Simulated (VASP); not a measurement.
**Re (Rhenium): how cutoff and mesh change the relaxed cell**

How far does the relaxed cell of Re (Rhenium) depend on cutoff and k mesh? The starting structure is a measured crystal structure from the Crystallography Open Database. The first relaxation on each setting starts from this cell expanded by 3 % in volume.

Method: Kohn-Sham DFT with plane waves and PAW; PBEsol, in VASP 6.6.1.

### Step 1. The structure

Symmetry: P6_3/mmc, No. 194, hexagonal system. Conventional cell: a = 2.761 Å, b = 2.761 Å, c = 4.458 Å, α = 90.00°, β = 90.00°, γ = 120.00°. Re has 12 Re at 2.74 to 2.76 Å nearest.

### Step 2. Reference relaxation

This run starts from the cell of an earlier relaxation, which isn't shown; the restart sets up the plane waves anew.

File INCAR:

```
SYSTEM = Re
PREC = Accurate
ENCUT = 450
EDIFF = 1E-06
NELM = 100
ISMEAR = 1
SIGMA = 0.15
LREAL = .FALSE.
ALGO = Normal
GGA = PS
NBANDS = 13
LASPH = .TRUE.
LORBIT = 11
LWAVE = .FALSE.
LCHARG = .FALSE.
KPAR = 4
IBRION = 2
NSW = 50
ISIF = 3
EDIFFG = -0.006
```

File POSCAR:

```
Re
1.0
    2.7507046059      0.0000000000      0.0000000000
   -1.3753523029      2.3821800670      0.0000000000
    0.0000000000      0.0000000000      4.4428576751
Re
2
Direct
    0.6666666667      0.3333333333      0.7500000000
    0.3333333333      0.6666666667      0.2500000000
```

File KPOINTS:

```
Automatic mesh
0
Gamma
18 18 10
0 0 0
```

PAW data sets: Re (PBE family, release 64).

Run with:

```
$ mpirun -np 4 vasp_std
```

The program printed:

```text
[banner, memory and clock lines left out]
running    4 mpi-ranks, on    1 nodes
 distrk:  each k-point on    1 cores,    4 groups
 distr:  one band on    1 cores,    1 groups

 POSCAR found type information on POSCAR Re
 POSCAR found :  1 types and       2 ions
|                                                                             |
|               ----> ADVICE to this user running VASP <----                  |
|                                                                             |
|     You enforced a specific xc type in the INCAR file but a different       |
|     [... a line on the potential file left out ...]
|     I HOPE YOU KNOW WHAT YOU ARE DOING!                                     |
|                                                                             |

 LDA part: xc-table for (Slater+PW92), standard interpolation
 POSCAR, INCAR and KPOINTS ok, starting setup
 FFT: planning ... GRIDC
 FFT: planning ... GRID_SOFT
 FFT: planning ... GRID
 WAVECAR not read
 entering main loop
       N       E                     dE             d eps       ncg     rms          rms(c)
DAV:   1     0.161567368364E+02    0.16157E+02   -0.64638E+03 11476   0.126E+03
DAV:   2    -0.268193788657E+02   -0.42976E+02   -0.37607E+02  9606   0.272E+02
DAV:   3    -0.282259387956E+02   -0.14066E+01   -0.13097E+01 10092   0.562E+01
DAV:   4    -0.282455658868E+02   -0.19627E-01   -0.19420E-01  9088   0.414E+00
DAV:   5    -0.282459298839E+02   -0.36400E-03   -0.36386E-03  9847   0.869E-01    0.455E+01
DAV:   6    -0.271198984862E+02    0.11260E+01   -0.96489E-01 10048   0.268E+01    0.188E+01
DAV:   7    -0.267485579173E+02    0.37134E+00   -0.64746E-01 10231   0.214E+01    0.514E-01
DAV:   8    -0.267356843071E+02    0.12874E-01   -0.86832E-03  9923   0.902E-01    0.166E-01
DAV:   9    -0.267349749920E+02    0.70932E-03   -0.36613E-04 10127   0.196E-01    0.443E-02
DAV:  10    -0.267349682626E+02    0.67294E-05   -0.62040E-05  9482   0.898E-02    0.134E-02
DAV:  11    -0.267349689978E+02   -0.73523E-06   -0.26715E-07  5675   0.218E-02
   1 F= -.26734969E+02 E0= -.26735051E+02  d E =-.267350E+02
 curvature:   0.00 expect dE= 0.000E+00 dE for cont linesearch  0.000E+00
 trial: gam= 0.00000 g(F)=  0.165E-49 g(S)=  0.325E-05 ort = 0.000E+00 (trialstep = 0.100E+01)
 search vector abs. value=  0.325E-05
 reached required accuracy - stopping structural energy minimisation
```

The job ended after 18 s (4 MPI ranks of Intel Xeon Platinum 8259CL at 2.50GHz (Skylake/Cascade Lake), shared host; peak memory 0.68 GiB; 69 s of CPU time).

Lines that name or quote the potential files are left out of all logs, and their timing lines are given in words.

From OUTCAR (step 2):

```text
ion  position               nearest neighbor table
   1  0.667  0.333  0.750-   2 2.73   2 2.73   2 2.73   2 2.73   2 2.73   2 2.73
   2  0.333  0.667  0.250-   1 2.73   1 2.73   1 2.73   1 2.73   1 2.73   1 2.73

  LATTYP: Found a hexagonal cell.
 ALAT       =     2.7507046059
 C/A-ratio  =     1.6151707695

 Subroutine GETGRP returns: Found 24 space group operations
 (whereof 12 operations were pure point group operations)

The static configuration has the point symmetry D_3d.
 The point group associated with its full space group is D_6h.

 Found    222 irreducible k-points:

   k-points           NKPTS =    222   k-points in BZ     NKDIM =    222   number of bands    NBANDS=     13

   dimension x,y,z NGX =    20 NGY =   20 NGZ =   32
   dimension x,y,z NGXF=    40 NGYF=   40 NGZF=   64

   ENCUT  =  450.0 eV  33.07 Ry    5.75 a.u.   4.76  4.76  7.68*2*pi/ulx,y,z

   NELECT =      14.0000    total number of electrons

 k-points in reciprocal lattice and weights: Automatic mesh
   0.00000000  0.00000000  0.00000000       0.000
   0.05555556  0.00000000  0.00000000       0.002
   0.11111111  0.00000000  0.00000000       0.002
   0.16666667  0.00000000  0.00000000       0.002
   0.22222222  0.00000000  0.00000000       0.002
   0.27777778  0.00000000  0.00000000       0.002
   0.33333333  0.00000000  0.00000000       0.002
   0.38888889  0.00000000  0.00000000       0.002
   0.44444444  0.00000000  0.00000000       0.002
[...]
0.33333333  0.27777778  0.50000000       0.004
   0.33333333  0.33333333  0.50000000       0.001

 average (electrostatic) potential at core
       1 -38.8192       2 -38.8192

 E-fermi :   7.8296

 k-point     1 :       0.0000    0.0000    0.0000
  band No.  band energies     occupation
    ...
      3       6.2362      2.00000
      4       6.2364      2.00000
      5       6.2364      2.00000
      6       7.0900      2.00000
      7       7.0900      2.00000
      8       8.0376     -0.06451
      9       8.0376     -0.06451
     10       8.4844     -0.00000
     11      11.2694      0.00000
     12      11.2694      0.00000
    ...

 k-point     2 :       0.0556    0.0000    0.0000
  band No.  band energies     occupation
    ...
      4       6.3544      2.00000
      5       6.5653      2.00000
      6       6.9963      2.00000
      7       7.2017      2.00000
      8       7.7771      1.55432
      9       7.9361      0.07378
     10       8.1541     -0.00913
     11      11.3391      0.00000
     12      11.8657      0.00000
     13      17.9864      0.00000

 k-point     3 :       0.1111    0.0000    0.0000
  band No.  band energies     occupation
    ...
      5       6.7045      2.00000
      6       6.8480      2.00000
      7       6.9809      2.00000
      8       7.5320      2.01681
      9       7.6695      2.06159
     10       7.9027      0.27458
     11      11.5129      0.00000
     12      13.0754      0.00000
     13      17.9442      0.00000

  Total       -0.0066716     -0.0066716      0.0067750     -0.0000000     -0.0000000     -0.0000000
  in kB       -0.3671654     -0.3671654      0.3728552     -0.0000000     -0.0000000     -0.0000000
  external PRESSURE =      -0.1204919 kB  Pullay stress =       0.0000000 kB

  energy-cutoff  :      450.00
  volume of cell :       29.11
      direct lattice vectors                 reciprocal lattice vectors
     2.750704606  0.000000000  0.000000000     0.363543216  0.209891774  0.000000000
    -1.375352303  2.382180067  0.000000000     0.000000000  0.419783548  0.000000000
     0.000000000  0.000000000  4.442857675     0.000000000  0.000000000  0.225080359

 POSITION                                       TOTAL-FORCE (eV/Angst)
 -----------------------------------------------------------------------------------
      1.37535      0.79406      3.33214         0.000000     -0.000000      0.000000
     -0.00000      1.58812      1.11071        -0.000000      0.000000      0.000000
 -----------------------------------------------------------------------------------
    total drift:                               -0.000000      0.000000     -0.000000

  FREE ENERGIE OF THE ION-ELECTRON SYSTEM (eV)
  ---------------------------------------------------
  free  energy   TOTEN  =       -26.7349689978 eV

  energy  without entropy=      -26.7352141261  energy(sigma->0) =      -26.73505071

 reached required accuracy - stopping structural energy minimisation

 total charge
# of ion       s       p       d       tot
------------------------------------------
    1        0.631   0.687   4.884   6.203
    2        0.631   0.687   4.884   6.203
--------------------------------------------------
tot          1.262   1.374   9.769  12.405

[... 3 further parts left out ...]
```

The PAW data sets were made with PBE, which is usual practice but a small mismatch for other functionals. The data set Re keeps the semicore shell frozen, which is cheaper and a little less accurate. The run keeps the 24 symmetry operations of its start, so it cannot find a distortion of lower symmetry.

The reference relaxation ends at 14.556 Å³ an atom. Pressures at 0.985 and 1.015 times this volume, from two more relaxations that aren't shown, give a bulk modulus of 400.5 GPa.

### Step 3. Relaxation with a cutoff of 230 eV

Against step 2 the input has ENCUT = 230. This run starts from the cell of an earlier relaxation, which isn't shown; the restart sets up the plane waves anew.

INCAR: that of step 2 with these lines changed.

```diff
@@ -2,3 +2,3 @@
 PREC = Accurate
-ENCUT = 450
+ENCUT = 230
 EDIFF = 1E-06
```

File POSCAR:

```
Re
1.0
    2.7471032523      0.0000000000      0.0000000000
   -1.3735516261      2.3790612033      0.0000000000
    0.0000000000      0.0000000000      4.4373052382
Re
2
Direct
    0.6666666667      0.3333333333      0.7500000000
    0.3333333333      0.6666666667      0.2500000000
```

KPOINTS is that of step 2.

Run with:

```
$ mpirun -np 4 vasp_std
```

The program printed:

```text
[banner, memory and clock lines left out]
running    4 mpi-ranks, on    1 nodes
[...]
[... a notice as in an earlier step ...]

 LDA part: xc-table for (Slater+PW92), standard interpolation
 POSCAR, INCAR and KPOINTS ok, starting setup
[...]
entering main loop
       N       E                     dE             d eps       ncg     rms          rms(c)
DAV:   1    -0.537458328117E+01   -0.53746E+01   -0.44840E+03 11274   0.798E+02
DAV:   2    -0.277647152229E+02   -0.22390E+02   -0.20184E+02  9421   0.146E+02
DAV:   3    -0.282201707219E+02   -0.45546E+00   -0.44174E+00  9136   0.194E+01
DAV:   4    -0.282255531906E+02   -0.53825E-02   -0.53721E-02  8871   0.173E+00
[...]
DAV:  10    -0.266820785842E+02    0.10353E-04   -0.72147E-05  8137   0.791E-02    0.169E-02
DAV:  11    -0.266820774665E+02    0.11177E-05   -0.87595E-07  6422   0.184E-02    0.490E-03
DAV:  12    -0.266820769331E+02    0.53342E-06   -0.54973E-07  4261   0.107E-02
   1 F= -.26682077E+02 E0= -.26682153E+02  d E =-.266821E+02
[...]
DAV:   1    -0.266820457913E+02    0.31675E-04   -0.23489E-02  6056   0.520E+00    0.532E-01
DAV:   2    -0.266819380607E+02    0.10773E-03   -0.54383E-04  9549   0.520E-01    0.211E-01
DAV:   3    -0.266818835060E+02    0.54555E-04   -0.12350E-04  9874   0.237E-01    0.335E-02
DAV:   4    -0.266818837078E+02   -0.20184E-06   -0.15747E-06  5150   0.801E-03
   2 F= -.26681884E+02 E0= -.26681962E+02  d E =0.193225E-03
 trial-energy change:    0.000193  1 .order    0.000199   -0.000119    0.000517
 step:   0.1957(harm=  0.1877)  dis= 0.00000  next Energy=   -26.682089 (dE=-0.117E-04)
[...]
N       E                     dE             d eps       ncg     rms          rms(c)
DAV:   1    -0.266822087490E+02   -0.32524E-03   -0.14965E-02  6065   0.409E+00    0.428E-01
DAV:   2    -0.266821247018E+02    0.84047E-04   -0.34417E-04  9561   0.410E-01    0.172E-01
DAV:   3    -0.266820876614E+02    0.37040E-04   -0.80537E-05  9886   0.189E-01    0.261E-02
DAV:   4    -0.266820890211E+02   -0.13598E-05   -0.94002E-07  4634   0.665E-03    0.210E-03
DAV:   5    -0.266820890599E+02   -0.38761E-07   -0.51139E-07  3551   0.257E-02
   3 F= -.26682089E+02 E0= -.26682166E+02  d E =-.121268E-04
[...]
reached required accuracy - stopping structural energy minimisation
```

Wall time 21 s (4 MPI ranks); peak memory 0.52 GiB.

From OUTCAR (step 3):

```text
  Total        0.0043177      0.0043177     -0.0014154      0.0000000     -0.0000000     -0.0000000
  in kB        0.2386781      0.2386781     -0.0782402      0.0000000     -0.0000000     -0.0000000
  external PRESSURE =       0.1330387 kB  Pullay stress =       0.0000000 kB

 POSITION                                       TOTAL-FORCE (eV/Angst)
 -----------------------------------------------------------------------------------
      1.37331      0.79288      3.32724        -0.000000      0.000000      0.000000
     -0.00000      1.58576      1.10908         0.000000     -0.000000      0.000000
 -----------------------------------------------------------------------------------
    total drift:                               -0.000000      0.000000     -0.000000

  FREE ENERGIE OF THE ION-ELECTRON SYSTEM (eV)
  ---------------------------------------------------
  free  energy   TOTEN  =       -26.6820890599 eV

  energy  without entropy=      -26.6823187733  energy(sigma->0) =      -26.68216563

[... 2 parts as in an earlier step ...]

[... 2 further parts left out ...]
[key lines of the parts left out:]
E-fermi :   7.8748
```

With a cutoff of 230 eV the cell ends at 14.492 Å³ an atom, -0.44 % from the reference; the bulk modulus is 401.5 GPa against 400.5 GPa.

### Step 4. Relaxation with a 10×10×6 mesh

Against step 2 the input has a 10×10×6 mesh. This run starts from the cell of an earlier relaxation, which isn't shown; the restart sets up the plane waves anew.

INCAR: that of step 3 with these lines changed.

```diff
@@ -2,3 +2,3 @@
 PREC = Accurate
-ENCUT = 230
+ENCUT = 450
 EDIFF = 1E-06
```

File POSCAR:

```
Re
1.0
    2.7490003811      0.0000000000      0.0000000000
   -1.3745001905      2.3807041651      0.0000000000
    0.0000000000      0.0000000000      4.4445234804
Re
2
Direct
    0.6666666667      0.3333333333      0.7500000000
    0.3333333333      0.6666666667      0.2500000000
```

File KPOINTS:

```
Automatic mesh
0
Gamma
10 10 6
0 0 0
```

Run with:

```
$ mpirun -np 4 vasp_std
```

The program printed:

```text
[... set-up lines as in an earlier step ...]
 entering main loop
       N       E                     dE             d eps       ncg     rms          rms(c)
DAV:   1     0.171539924033E+02    0.17154E+02   -0.64323E+03  2872   0.124E+03
DAV:   2    -0.265831090015E+02   -0.43737E+02   -0.37850E+02  2423   0.285E+02
DAV:   3    -0.282133034965E+02   -0.16302E+01   -0.15167E+01  2489   0.589E+01
DAV:   4    -0.282345092393E+02   -0.21206E-01   -0.21094E-01  2355   0.455E+00
[...]
DAV:   9    -0.267325057679E+02    0.99642E-03   -0.49089E-04  2593   0.219E-01    0.424E-02
DAV:  10    -0.267325109786E+02   -0.52107E-05   -0.53866E-05  2346   0.886E-02    0.182E-02
DAV:  11    -0.267325113167E+02   -0.33813E-06   -0.20122E-07  1391   0.174E-02
   1 F= -.26732511E+02 E0= -.26732640E+02  d E =-.267325E+02
[...]
N       E                     dE             d eps       ncg     rms          rms(c)
DAV:   1    -0.267325123447E+02   -0.13661E-05   -0.24077E-03  1554   0.255E+00    0.152E-01
DAV:   2    -0.267324981312E+02    0.14213E-04   -0.26939E-05  2495   0.174E-01    0.549E-02
DAV:   3    -0.267324924999E+02    0.56313E-05   -0.72733E-06  1708   0.941E-02    0.806E-03
DAV:   4    -0.267324924790E+02    0.20881E-07   -0.19321E-06  1488   0.126E-02
   2 F= -.26732492E+02 E0= -.26732616E+02  d E =0.188377E-04
 trial-energy change:    0.000019  1 .order    0.000016   -0.000010    0.000042
 step:   0.1907(harm=  0.1907)  dis= 0.00000  next Energy=   -26.732512 (dE=-0.949E-06)
[...]
N       E                     dE             d eps       ncg     rms          rms(c)
DAV:   1    -0.267325216475E+02   -0.29148E-04   -0.15874E-03  1529   0.207E+00    0.125E-01
DAV:   2    -0.267325134039E+02    0.82435E-05   -0.18014E-05  2464   0.141E-01    0.453E-02
DAV:   3    -0.267325108429E+02    0.25610E-05   -0.17691E-06   875   0.766E-02    0.103E-02
DAV:   4    -0.267325112973E+02   -0.45437E-06   -0.52131E-06  1746   0.149E-02
   3 F= -.26732511E+02 E0= -.26732639E+02  d E =0.193916E-07
[...]
reached required accuracy - stopping structural energy minimisation
```

It took 15 s on 4 MPI ranks; peak memory 0.53 GiB.

From OUTCAR (step 4):

```text
  Total        0.0002553      0.0002553      0.0012161      0.0000000      0.0000000      0.0000000
  in kB        0.0140602      0.0140602      0.0669717      0.0000000      0.0000000      0.0000000
  external PRESSURE =       0.0316974 kB  Pullay stress =       0.0000000 kB

 POSITION                                       TOTAL-FORCE (eV/Angst)
 -----------------------------------------------------------------------------------
      1.37458      0.79361      3.33355         0.000000      0.000000      0.000000
     -0.00000      1.58723      1.11118        -0.000000     -0.000000      0.000000
 -----------------------------------------------------------------------------------
    total drift:                                0.000000     -0.000000     -0.000000

  FREE ENERGIE OF THE ION-ELECTRON SYSTEM (eV)
  ---------------------------------------------------
  free  energy   TOTEN  =       -26.7325112973 eV

  energy  without entropy=      -26.7328937691  energy(sigma->0) =      -26.73263879

[... 1 part as in an earlier step ...]

[... 3 further parts left out ...]
[key lines of the parts left out:]
E-fermi :   7.8669
```

With a 10×10×6 mesh the cell ends at 14.546 Å³ an atom, -0.07 % from the reference; the bulk modulus is 400.3 GPa against 400.5 GPa.

[end of part 1 of 2]

[Lines on the potential files, build, host, timing and source positions are cut from VASP's logs without a mark.]

[Logs are printed without paths, hosts, clocks, repeated set-up lines and the standing remarks that a program may print on its own settings, such as how far it seeks lower states.]

[Hosts, paths, dates, database ids (printed as entryN), source tags and the programs' standing remarks are cut or masked in the printed files.]
